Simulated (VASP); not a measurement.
Input:

```
CELL_PARAMETERS angstrom
      0.00000     3.31152     3.31152
      3.31152     0.00000     3.31152
      3.31152     3.31152     0.00000
ATOMIC_POSITIONS crystal
  Cd 0.00000 0.00000 0.00000
  Te 0.25000 0.25000 0.25000
```

Level of theory: PBE GGA, VASP's PBE PAW potentials (set 64) (plane waves; VASP). Numerical set-up: 480 eV cut-off, 6×6×6 Γ-centred mesh, Gaussian smearing of 0.050 eV, potentials Cd Te.

Unless said otherwise, spin-orbit coupling is left out, though it shifts the bands of the heavy elements here.

Q: What does the run give for the energy per atom (σ→0), band gap (on the k-mesh) with the smallest direct gap where there is one?

A: 
```
Item                                          Value
-----------------------------------  --------------
band gap (on the k-mesh)                    0.57 eV
smallest direct gap (on the k-mesh)         0.57 eV
energy per atom (σ→0)                -2.403 eV/atom
```

Only differences to runs with the same potentials and settings are physical.

The structure comes from a computed database's CdTe entry (F-43m); how it stands against other phases isn't given here. It was relaxed first. The start is the result of an earlier pass.
